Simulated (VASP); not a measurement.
Given:

```
CELL_PARAMETERS angstrom
      0.00000     2.96732     2.96732
      2.96732     0.00000     2.96732
      2.96732     2.96732     0.00000
ATOMIC_POSITIONS crystal
  Li 0.25000 0.25000 0.25000
  Li 0.75000 0.75000 0.75000
  Se 0.00000 0.00000 0.00000
```

All values below come from vdW-DF-cx, VASP's PBE PAW potentials (set 64) (plane waves; VASP). Run with 520 eV cut-off, 7×7×7 Γ-centred mesh, Gaussian smearing of 0.050 eV, potentials Li_sv Se.

Question: Give the stress tensor in GPa (positive for a compressed cell).

Answer: 
```
1.17  0.00  0.00
0.00  1.17  0.00
0.00  0.00  1.17
```
The pressure is its mean diagonal, 1.17 GPa.

The compound is Li2Se in the antifluorite structure. This cell is one point of a volume scan, at 0.97 of the reference volume.
